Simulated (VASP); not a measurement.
BN: dielectric tensor with PBE

The system is BN.

```
N B
1.0
     2.49824    0.00000    0.00000
    -1.24912    2.16354    0.00000
     0.00000    0.00000    6.63570
N B
2 2
Direct
  0.66667 0.33333 0.25000
  0.33333 0.66667 0.75000
  0.66667 0.33333 0.75000
  0.33333 0.66667 0.25000
```

```json
{
  "Program": "VASP 6.6.1",
  "Task": "dielectric tensor",
  "Functional": "PBE",
  "Potentials or basis": "VASP PAW PBE potentials, release 64 (N, B)",
  "Cutoff": "520 eV",
  "k mesh": "12 × 12 × 4",
  "Occupations": "gaussian, width 0.02 eV",
  "Spin": "no spin polarisation",
  "Further INCAR settings": "ALGO = Fast; EDIFF = 1e-08"
}
```

```
Band gap on the k mesh                  : 4.29 eV, indirect (least direct gap 4.66 eV)
Electronic dielectric tensor (diagonal) : 4.75, 4.75, 2.69
Born charges (mean of the diagonal)     : N -2.05; B +2.05 e
```

Levels at points of the mesh, in eV from the valence-band top:
```tsv
k point	band 5	band 6	band 7	band 8	band 9	band 10	band 11	band 12
(0.00, 0.00, 0.00)	-1.32	-1.32	-1.29	-1.29	5.27	10.35	11.61	11.61
(0.50, 0.00, 0.00)	-4.15	-4.09	-1.45	-0.43	4.29	5.66	9.60	10.03
(0.00, 0.00, 0.50)	-1.30	-1.30	-1.30	-1.30	7.64	7.64	11.67	11.67
(0.50, 0.00, 0.50)	-4.12	-4.12	-0.92	-0.92	4.75	4.75	9.99	9.99
```

Electronic dielectric tensor:
```
4.75 0.00 0.00
0.00 4.75 0.00
0.00 0.00 2.69
```

Born effective charge tensors (e):
atom 1, N
```
-2.71  0.00  0.00
 0.00 -2.71  0.00
 0.00  0.00 -0.75
```
atom 2, N
```
-2.71  0.00  0.00
 0.00 -2.71  0.00
 0.00  0.00 -0.75
```
atom 3, B
```
2.71 0.00 0.00
0.00 2.71 0.00
0.00 0.00 0.75
```
atom 4, B
```
2.71 0.00 0.00
0.00 2.71 0.00
0.00 0.00 0.75
```

Wall time 2.5 min on 1 thread of Intel(R) Xeon(R) 6975P-C (Granite Rapids), with other jobs on the host, peak memory 0.26 GiB.

 A k mesh can miss the band edges.
